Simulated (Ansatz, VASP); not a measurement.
## HfO2: VASP beside Ansatz

Aim: how closely do two programs agree when they are given the same cell, functional and k mesh? The cell is taken from a series of runs on this material, whose earlier steps may have relaxed, scaled, displaced or heated it; both programs get it as it stands.

Calculated with Ansatz 0.2.0; plane waves, with VASP 6.6.1 beside it; dielectric response at r2SCAN.

## 1. The structure

The structure is cubic, space group Fm-3m (No. 225). The conventional cell has a = 5.115 Å, b = 5.115 Å, c = 5.115 Å, α = 90.00°, β = 90.00°, γ = 90.00°. Nearest to Hf lie 8 O at 2.21 Å. O has 4 Hf at 2.21 Å nearest. Farther neighbours and most contacts between anions are not listed.

As a file:

```xyz
3
Lattice="0.0000 2.5575 2.5575 2.5575 0.0000 2.5575 2.5575 2.5575 0.0000" Properties=species:S:1:pos:R:3 pbc="T T T"
Hf    0.0000    0.0000    0.0000
O     3.8363    3.8363    3.8363
O     1.2788    1.2788    1.2788
```

## 2. VASP: dielectric response, r2SCAN

The response to a field tests empty states and converges slowly with the mesh.

Lines of VASP's logs that name or quote its potential files are left out, and so is its time.

INCAR

```
SYSTEM = HfO2
PREC = Accurate
ENCUT = 580
EDIFF = 1E-08
NELM = 120
ISMEAR = 0
SIGMA = 0.01
LREAL = .FALSE.
ALGO = Normal
METAGGA = R2SCAN
LASPH = .TRUE.
NBANDS = 17
LORBIT = 11
LWAVE = .FALSE.
LCHARG = .FALSE.
ISIF = 2
LCALCEPS = .TRUE.
LPEAD = .TRUE.
GGA_COMPAT = .FALSE.
EFERMI = MIDGAP
LMIXTAU = .TRUE.
KPAR = 2
```

POSCAR

```
HfO2
1.0
    0.0000000000      2.5575000000      2.5575000000
    2.5575000000      0.0000000000      2.5575000000
    2.5575000000      2.5575000000      0.0000000000
Hf O
1 2
Direct
    0.0000000000      0.0000000000      0.0000000000
    0.7500000000      0.7500000000      0.7500000000
    0.2500000000      0.2500000000      0.2500000000
```

KPOINTS

```
Automatic mesh
0
Gamma
8 8 8
0 0 0
```

Potentials, in the order of the species: Hf_pv and O (PBE family, release 64).

Started as:

```bash
mpirun -np 2 vasp_std
```

Numbers of over 12 decimals in the logs are rounded to 6 here.

Log:

```text
[banner, memory and clock lines left out]
running    2 mpi-ranks, on    1 nodes
 distrk:  each k-point on    1 cores,    2 groups
 distr:  one band on    1 cores,    1 groups

 POSCAR found type information on POSCAR HfO
 POSCAR found :  2 types and       3 ions
|                                                                             |
|               ----> ADVICE to this user running VASP <----                  |
|                                                                             |
|     You enforced a specific xc type in the INCAR file but a different       |
|     [... a line on the potential file left out ...]
|     I HOPE YOU KNOW WHAT YOU ARE DOING!                                     |
|                                                                             |

 LDA part: xc-table for (None), standard interpolation
 POSCAR, INCAR and KPOINTS ok, starting setup
 FFT: planning ... GRIDC
 FFT: planning ... GRID_SOFT
 FFT: planning ... GRID
 WAVECAR not read
 entering main loop
       N       E                     dE             d eps       ncg     rms          rms(c)
DAV:   1     0.570757953812E+02    0.57076E+02   -0.13704E+04   986   0.142E+03
DAV:   2    -0.762095845020E+02   -0.13329E+03   -0.12843E+03  1283   0.314E+02
DAV:   3    -0.806783669944E+02   -0.44688E+01   -0.44518E+01  1131   0.515E+01
DAV:   4    -0.807062052293E+02   -0.27838E-01   -0.27832E-01  1315   0.453E+00
DAV:   5    -0.807064117985E+02   -0.20657E-03   -0.20656E-03  1183   0.361E-01    0.486E+01
DAV:   6    -0.680426557573E+02    0.12664E+02   -0.13235E+01  1017   0.281E+01    0.378E+01
DAV:   7    -0.692415536411E+02   -0.11989E+01   -0.18745E+00  1159   0.121E+01    0.243E+01
DAV:   8    -0.665216550356E+02    0.27199E+01   -0.14160E+00  1000   0.135E+01    0.503E+00
DAV:   9    -0.682081443356E+02   -0.16865E+01   -0.82871E-01   997   0.928E+00    0.511E+00
DAV:  10    -0.685979696751E+02   -0.38983E+00   -0.73484E-01   997   0.687E+00    0.225E+00
DAV:  11    -0.684955292408E+02    0.10244E+00   -0.46199E-02   998   0.208E+00    0.136E+00
DAV:  12    -0.684973369483E+02   -0.18077E-02   -0.38901E-03  1254   0.618E-01    0.717E-01
DAV:  13    -0.684989407576E+02   -0.16038E-02   -0.57680E-03  1089   0.541E-01    0.145E-01
DAV:  14    -0.684984030271E+02    0.53773E-03   -0.31343E-04  1049   0.156E-01    0.236E-01
DAV:  15    -0.684988466761E+02   -0.44365E-03   -0.10103E-03  1038   0.226E-01    0.202E-02
DAV:  16    -0.684988629611E+02   -0.16285E-04   -0.34418E-05  1195   0.501E-02    0.119E-02
DAV:  17    -0.684988641173E+02   -0.11562E-05   -0.79735E-06  1047   0.274E-02    0.458E-03
DAV:  18    -0.684988672466E+02   -0.31293E-05   -0.10945E-06  1054   0.971E-03    0.503E-03
DAV:  19    -0.684988675243E+02   -0.27764E-06   -0.29854E-07  1091   0.423E-03    0.460E-03
DAV:  20    -0.684988676857E+02   -0.16142E-06   -0.18771E-08   992   0.142E-03    0.359E-03
DAV:  21    -0.684988677396E+02   -0.53896E-07   -0.38018E-09   634   0.723E-04    0.167E-03
DAV:  22    -0.684988678636E+02   -0.12401E-06   -0.53493E-09   590   0.717E-04    0.375E-04
DAV:  23    -0.684988678669E+02   -0.33538E-08   -0.64134E-10   524   0.238E-04
       N       E                     dE             d eps       ncg     rms          rms(c)
SDA:   1    -0.684988675002E+02   -0.68499E+02   -0.21015E-10  2550   0.525E-10   0.000E+00
DMP:   2    -0.684988675024E+02   -0.21769E-08   -0.41733E-10  2550   0.953E-10   0.238E-10
 final diagonalization occupied
 p_tot=(  0.378E-06 -0.106E-08 -0.416E-09 )
       N       E                     dE             d eps       ncg     rms          rms(c)
 p_tot=(  0.378E-06 -0.106E-08 -0.416E-09 )
dp_tot=(  0.000E+00  0.000E+00  0.000E+00 )  diag[e(oo)]=(  1.00000    ---      ---   )
SDA:   1    -0.684988675062E+02   -0.60115E-08   -0.19267E-04  2550   0.482E-04   0.000E+00
 p_tot=(  0.193E-02  0.416E-07  0.419E-07 )
dp_tot=(  0.193E-02  0.427E-07  0.423E-07 )  diag[e(oo)]=(  2.04209    ---      ---   )
DMP:   2    -0.684988822093E+02   -0.14703E-04   -0.12866E-04  2550   0.190E-04   0.254E-04
 p_tot=(  0.394E-02  0.867E-07  0.870E-07 )
dp_tot=(  0.394E-02  0.877E-07  0.874E-07 )  diag[e(oo)]=(  3.13248    ---      ---   )
DMP:   3    -0.684988912382E+02   -0.90289E-05   -0.61372E-05  2550   0.859E-05   0.130E-04
 p_tot=(  0.528E-02  0.115E-06  0.115E-06 )
dp_tot=(  0.528E-02  0.116E-06  0.115E-06 )  diag[e(oo)]=(  3.85341    ---      ---   )
DMP:   4    -0.684988956890E+02   -0.44508E-05   -0.40304E-05  2550   0.649E-05   0.691E-05
 p_tot=(  0.596E-02  0.127E-06  0.127E-06 )
dp_tot=(  0.596E-02  0.128E-06  0.127E-06 )  diag[e(oo)]=(  4.22384    ---      ---   )
DMP:   5    -0.684988989485E+02   -0.32595E-05   -0.28083E-05  2550   0.379E-05   0.622E-05
 p_tot=(  0.626E-02  0.129E-06  0.129E-06 )
dp_tot=(  0.626E-02  0.130E-06  0.129E-06 )  diag[e(oo)]=(  4.38672    ---      ---   )
DMP:   6    -0.684989011481E+02   -0.21996E-05   -0.15196E-05  2550   0.173E-05   0.398E-05
 p_tot=(  0.642E-02  0.127E-06  0.128E-06 )
dp_tot=(  0.642E-02  0.128E-06  0.128E-06 )  diag[e(oo)]=(  4.47483    ---      ---   )
DMP:   7    -0.684989023136E+02   -0.11655E-05   -0.76164E-06  2550   0.853E-06   0.202E-05
 p_tot=(  0.659E-02  0.129E-06  0.129E-06 )
dp_tot=(  0.659E-02  0.130E-06  0.130E-06 )  diag[e(oo)]=(  4.56616    ---      ---   )
[...]
DMP:   3    -0.684988912541E+02   -0.90315E-05   -0.61370E-05  2550   0.859E-05   0.130E-04
 p_tot=(  0.329E-06  0.528E-02  0.298E-06 )
dp_tot=(  0.928E-07  0.528E-02  0.977E-07 )  diag[e(oo)]=(    ---    3.85338    ---   )
DMP:   4    -0.684988957058E+02   -0.44517E-05   -0.40303E-05  2550   0.649E-05   0.691E-05
 p_tot=(  0.353E-06  0.596E-02  0.322E-06 )
dp_tot=(  0.116E-06  0.596E-02  0.121E-06 )  diag[e(oo)]=(    ---    4.22380    ---   )
DMP:   5    -0.684988989654E+02   -0.32596E-05   -0.28083E-05  2550   0.379E-05   0.622E-05
 p_tot=(  0.364E-06  0.626E-02  0.333E-06 )
dp_tot=(  0.128E-06  0.626E-02  0.132E-06 )  diag[e(oo)]=(    ---    4.38668    ---   )
DMP:   6    -0.684989011648E+02   -0.21993E-05   -0.15195E-05  2550   0.173E-05   0.398E-05
 p_tot=(  0.372E-06  0.642E-02  0.339E-06 )
dp_tot=(  0.136E-06  0.642E-02  0.138E-06 )  diag[e(oo)]=(    ---    4.47479    ---   )
DMP:   7    -0.684989023300E+02   -0.11653E-05   -0.76165E-06  2550   0.853E-06   0.202E-05
 p_tot=(  0.377E-06  0.659E-02  0.343E-06 )
dp_tot=(  0.140E-06  0.659E-02  0.142E-06 )  diag[e(oo)]=(    ---    4.56611    ---   )
DMP:   8    -0.684989029078E+02   -0.57774E-06   -0.36703E-06  2550   0.409E-06   0.979E-06
 p_tot=(  0.380E-06  0.679E-02  0.347E-06 )
dp_tot=(  0.143E-06  0.679E-02  0.146E-06 )  diag[e(oo)]=(    ---    4.67045    ---   )
DMP:   9    -0.684989031824E+02   -0.27465E-06   -0.17351E-06  2550   0.200E-06   0.451E-06
 p_tot=(  0.384E-06  0.696E-02  0.353E-06 )
dp_tot=(  0.147E-06  0.696E-02  0.152E-06 )  diag[e(oo)]=(    ---    4.76330    ---   )
DMP:  10    -0.684989033102E+02   -0.12781E-06   -0.80864E-07  2550   0.983E-07   0.200E-06
 p_tot=(  0.388E-06  0.708E-02  0.357E-06 )
dp_tot=(  0.151E-06  0.708E-02  0.156E-06 )  diag[e(oo)]=(    ---    4.82761    ---   )
DMP:  11    -0.684989033701E+02   -0.59845E-07   -0.38638E-07  2550   0.487E-07   0.922E-07
 p_tot=(  0.390E-06  0.714E-02  0.360E-06 )
dp_tot=(  0.153E-06  0.714E-02  0.159E-06 )  diag[e(oo)]=(    ---    4.86430    ---   )
DMP:  12    -0.684989033977E+02   -0.27670E-07   -0.17466E-07  2550   0.237E-07   0.385E-07
 p_tot=(  0.391E-06  0.718E-02  0.360E-06 )
dp_tot=(  0.154E-06  0.718E-02  0.160E-06 )  diag[e(oo)]=(    ---    4.88246    ---   )
DMP:  13    -0.684989034106E+02   -0.12917E-07   -0.94691E-08  2550   0.140E-07   0.186E-07
 p_tot=(  0.390E-06  0.719E-02  0.361E-06 )
dp_tot=(  0.154E-06  0.719E-02  0.160E-06 )  diag[e(oo)]=(    ---    4.89040    ---   )
DMP:  14    -0.684989034177E+02   -0.71072E-08   -0.51085E-08  2550   0.729E-08   0.106E-07
 final diagonalization full
 p_tot=(  0.390E-06  0.720E-02  0.361E-06 )
dp_tot=(  0.154E-06  0.720E-02  0.160E-06 )  diag[e(oo)]=(    ---    4.89297    ---   )
       N       E                     dE             d eps       ncg     rms          rms(c)
SDA:   1    -0.684988674737E+02    0.35937E-04   -0.39979E-10  2550   0.999E-10   0.000E+00
DMP:   2    -0.684988674752E+02   -0.15125E-08   -0.13185E-10  2550   0.327E-10   0.694E-12
 final diagonalization occupied
 p_tot=(  0.239E-06  0.221E-06  0.845E-08 )
       N       E                     dE             d eps       ncg     rms          rms(c)
 p_tot=(  0.239E-06  0.221E-06  0.845E-08 )
dp_tot=(  0.000E+00  0.000E+00  0.000E+00 )  diag[e(oo)]=(    ---      ---    1.00000 )
SDA:   1    -0.684988674752E+02   -0.15641E-08   -0.19267E-04  2550   0.482E-04   0.000E+00
 p_tot=(  0.245E-06  0.227E-06  0.193E-02 )
dp_tot=(  0.515E-08  0.565E-08  0.193E-02 )  diag[e(oo)]=(    ---      ---    2.04208 )
DMP:   2    -0.684988821832E+02   -0.14708E-04   -0.12865E-04  2550   0.190E-04   0.254E-04
 p_tot=(  0.293E-06  0.269E-06  0.394E-02 )
dp_tot=(  0.534E-07  0.476E-07  0.394E-02 )  diag[e(oo)]=(    ---      ---    3.13246 )
DMP:   3    -0.684988912148E+02   -0.90316E-05   -0.61370E-05  2550   0.859E-05   0.130E-04
 p_tot=(  0.340E-06  0.311E-06  0.528E-02 )
dp_tot=(  0.101E-06  0.902E-07  0.528E-02 )  diag[e(oo)]=(    ---      ---    3.85338 )
DMP:   4    -0.684988956669E+02   -0.44521E-05   -0.40303E-05  2550   0.649E-05   0.691E-05
 p_tot=(  0.365E-06  0.335E-06  0.596E-02 )
dp_tot=(  0.125E-06  0.114E-06  0.596E-02 )  diag[e(oo)]=(    ---      ---    4.22380 )
DMP:   5    -0.684988989268E+02   -0.32599E-05   -0.28083E-05  2550   0.379E-05   0.622E-05
 p_tot=(  0.375E-06  0.346E-06  0.626E-02 )
dp_tot=(  0.135E-06  0.125E-06  0.626E-02 )  diag[e(oo)]=(    ---      ---    4.38667 )
DMP:   6    -0.684989011262E+02   -0.21994E-05   -0.15195E-05  2550   0.173E-05   0.397E-05
 p_tot=(  0.381E-06  0.352E-06  0.642E-02 )
dp_tot=(  0.141E-06  0.131E-06  0.642E-02 )  diag[e(oo)]=(    ---      ---    4.47478 )
DMP:   7    -0.684989022914E+02   -0.11652E-05   -0.76164E-06  2550   0.853E-06   0.202E-05
 p_tot=(  0.384E-06  0.355E-06  0.659E-02 )
dp_tot=(  0.144E-06  0.134E-06  0.659E-02 )  diag[e(oo)]=(    ---      ---    4.56610 )
DMP:   8    -0.684989028693E+02   -0.57794E-06   -0.36703E-06  2550   0.409E-06   0.979E-06
 p_tot=(  0.386E-06  0.359E-06  0.679E-02 )
dp_tot=(  0.147E-06  0.138E-06  0.679E-02 )  diag[e(oo)]=(    ---      ---    4.67044 )
DMP:   9    -0.684989031437E+02   -0.27439E-06   -0.17351E-06  2550   0.200E-06   0.451E-06
 p_tot=(  0.391E-06  0.363E-06  0.696E-02 )
dp_tot=(  0.152E-06  0.142E-06  0.696E-02 )  diag[e(oo)]=(    ---      ---    4.76329 )
DMP:  10    -0.684989032714E+02   -0.12770E-06   -0.80864E-07  2550   0.983E-07   0.200E-06
 p_tot=(  0.396E-06  0.368E-06  0.708E-02 )
dp_tot=(  0.156E-06  0.147E-06  0.708E-02 )  diag[e(oo)]=(    ---      ---    4.82760 )
DMP:  11    -0.684989033312E+02   -0.59840E-07   -0.38639E-07  2550   0.487E-07   0.922E-07
 p_tot=(  0.398E-06  0.370E-06  0.714E-02 )
dp_tot=(  0.159E-06  0.149E-06  0.714E-02 )  diag[e(oo)]=(    ---      ---    4.86429 )
DMP:  12    -0.684989033591E+02   -0.27839E-07   -0.17466E-07  2550   0.237E-07   0.385E-07
 p_tot=(  0.398E-06  0.371E-06  0.718E-02 )
dp_tot=(  0.159E-06  0.150E-06  0.718E-02 )  diag[e(oo)]=(    ---      ---    4.88245 )
DMP:  13    -0.684989033719E+02   -0.12822E-07   -0.94692E-08  2550   0.140E-07   0.186E-07
 p_tot=(  0.398E-06  0.370E-06  0.719E-02 )
dp_tot=(  0.159E-06  0.150E-06  0.719E-02 )  diag[e(oo)]=(    ---      ---    4.89039 )
DMP:  14    -0.684989033791E+02   -0.72603E-08   -0.51086E-08  2550   0.729E-08   0.106E-07
 final diagonalization full
 p_tot=(  0.398E-06  0.371E-06  0.720E-02 )
dp_tot=(  0.158E-06  0.150E-06  0.720E-02 )  diag[e(oo)]=(    ---      ---    4.89296 )
   1 F= -.68498903E+02 E0= -.68498903E+02  d E =0.000000E+00
```

OUTCAR, selected parts (step 2):

```text
ion  position               nearest neighbor table
   1  0.000  0.000  0.000-   2 2.21   2 2.21   2 2.21   2 2.21   3 2.21   3 2.21   3 2.21   3 2.21

  LATTYP: Found a face centered cubic cell.
 ALAT       =     5.1150000000

 Subroutine GETGRP returns: Found 48 space group operations
 (whereof 48 operations were pure point group operations)

The static configuration has the point symmetry O_h .

 Found     29 irreducible k-points:

   k-points           NKPTS =     29   k-points in BZ     NKDIM =     29   number of bands    NBANDS=     17

   dimension x,y,z NGX =    28 NGY =   28 NGZ =   28
   dimension x,y,z NGXF=    56 NGYF=   56 NGZF=   56

   ENCUT  =  580.0 eV  42.63 Ry    6.53 a.u.   7.10  7.10  7.10*2*pi/ulx,y,z

   NELECT =      22.0000    total number of electrons

 k-points in reciprocal lattice and weights: Automatic mesh
   0.00000000  0.00000000  0.00000000       0.002
   0.12500000  0.00000000  0.00000000       0.016
   0.25000000  0.00000000  0.00000000       0.016
   0.37500000  0.00000000  0.00000000       0.016
   0.50000000  0.00000000  0.00000000       0.008
   0.12500000  0.12500000  0.00000000       0.012
   0.25000000  0.12500000  0.00000000       0.047
   0.37500000  0.12500000  0.00000000       0.047
   0.50000000  0.12500000  0.00000000       0.047
[...]
-0.37500000  0.50000000  0.12500000       0.023
  -0.25000000  0.50000000  0.25000000       0.012

 average (electrostatic) potential at core
       1 -43.6426       2 -73.4808       3 -73.4808

            Ionic dipole moment: p[ion]=(     0.00000     0.00000     0.00000 ) |e| Angst

 Total electronic dipole moment: p[elc]=(     0.00000     0.00000     0.00720 ) |e| Angst

 MACROSCOPIC STATIC DIELECTRIC TENSOR (including local field effects)
 ------------------------------------------------------
           4.892979    -0.000000    -0.000000
          -0.000000     4.892979    -0.000000
           0.000000    -0.000000     4.892979
 ------------------------------------------------------

 PIEZOELECTRIC TENSOR (including local field effects) (C/m^2)
          XX          YY          ZZ          XY          YZ          ZX
  --------------------------------------------------------------------------------
  x     0.00000     0.00000     0.00000     0.00000     0.00000     0.00000
  y     0.00000     0.00000     0.00000     0.00000     0.00000     0.00000
  z     0.00000     0.00000     0.00000     0.00000     0.00000     0.00000

 BORN EFFECTIVE CHARGES (including local field effects) (in |e|, cummulative output)
 ---------------------------------------------------------------------------------
 ion    1
    1     5.46336     0.00000     0.00000
    2    -0.00000     5.46336    -0.00000
    3     0.00000     0.00000     5.46336
 ion    2
    1    -2.73168    -0.00000     0.00000
    2    -0.00000    -2.73168    -0.00000
    3     0.00000    -0.00000    -2.73168
 ion    3
    1    -2.73168    -0.00000    -0.00000
    2    -0.00000    -2.73168    -0.00000
    3     0.00000     0.00000    -2.73168

  Total       -2.5638319     -2.5638319     -2.5638319      0.0000000      0.0000000     -0.0000000
  in kB     -122.7787518   -122.7787518   -122.7787518      0.0000000      0.0000000     -0.0000000
  external PRESSURE =    -122.7787518 kB  Pullay stress =       0.0000000 kB

  energy-cutoff  :      580.00
  volume of cell :       33.46
      direct lattice vectors                 reciprocal lattice vectors
     0.000000000  2.557500000  2.557500000    -0.195503421  0.195503421  0.195503421
     2.557500000  0.000000000  2.557500000     0.195503421 -0.195503421  0.195503421
     2.557500000  2.557500000  0.000000000     0.195503421  0.195503421 -0.195503421

 POSITION                                       TOTAL-FORCE (eV/Angst)
 -----------------------------------------------------------------------------------
      0.00000      0.00000      0.00000        -0.000000      0.000000      0.000000
      3.83625      3.83625      3.83625         0.000000      0.000000      0.000000
      1.27875      1.27875      1.27875        -0.000000     -0.000000     -0.000000
 -----------------------------------------------------------------------------------
    total drift:                                0.000000      0.000000      0.000000
```

Harder data sets than Hf_pv exist (the GW ones), and pressures, volumes and forces can shift noticeably with them.

(Continued in part 2 of 2.)

[Lines on the potential files, build, host, timing and source positions are cut from VASP's logs without a mark.]

[Logs are printed without paths, hosts, clocks, repeated set-up lines and the standing remarks that a program may print on its own settings, such as how far it seeks lower states.]

[Hosts, paths, dates, database ids (printed as entryN), source tags and the programs' standing remarks are cut or masked in the printed files.]
